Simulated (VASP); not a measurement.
Runs of VASP 6.6.1 on GdO. The structure is cubic, space group F-43m (No. 216). The conventional cell has a = 5.400 Å, b = 5.400 Å, c = 5.400 Å, α = 90.00°, β = 90.00°, γ = 90.00°. Around Gd (site symmetry -43m) lie 4 O at 2.34 Å. Around O (site symmetry -43m) lie 4 Gd at 2.34 Å. 

| task | level | cell | k mesh | cutoff (eV) | smearing | k mesh for the DOS | occupations for the DOS | ladder | by perturbation theory | gap on the mesh (eV) | pressure (GPa) | moment (μB) |
| --- | --- | --- | --- | --- | --- | --- | --- | --- | --- | --- | --- | --- |
| electric field gradients | PBE | as given | 9 × 9 × 9 | 520 | gaussian 0.02 eV | - | - | - | - | none | -0.6 | 7.59 |
| density of states | PBE | as given | 9 × 9 × 9 | 520 | gaussian 0.02 eV | 14 × 14 × 14 | tetrahedron | - | - | - | - | 7.59 |
| relaxation of cell and atoms | LDA | relaxed | 8 × 8 × 8 | 600 | fermi-dirac 0.05 eV | - | - | gaps | - | none | 0.0 | (a) |
| optical spectrum | PBE | as given | 9 × 9 × 9 | 520 | gaussian 0.02 eV | - | - | - | - | none | -0.6 | 7.59 |
| phonons | PBE | relaxed | 10 × 10 × 10 | 600 | fermi-dirac 0.05 eV | - | - | free | no | - | - | 7.57 |

Alike in all rows: potentials or basis VASP PAW PBE potentials, release 64 (Gd, O); spin collinear, ferromagnetic start.

Q: Fill in the values left out.

A: (a) 7.01.

Caveats: spin-orbit coupling is left out, which moves the levels of the heavy elements; a cell with one magnetic atom can't hold antiferromagnetic order, which such compounds often take; without U or exact exchange the open f shell lies at the Fermi level, which spoils levels, moments and volumes; the PAW data sets were made with another functional, which shifts forces and pressure a little (some runs).

A k mesh can miss the band edges, and the runs leave out spin-orbit coupling on Gd.

A gap of «none» marks a metal or a gap under the smearing width.

Not every run made on this cell is shown here.
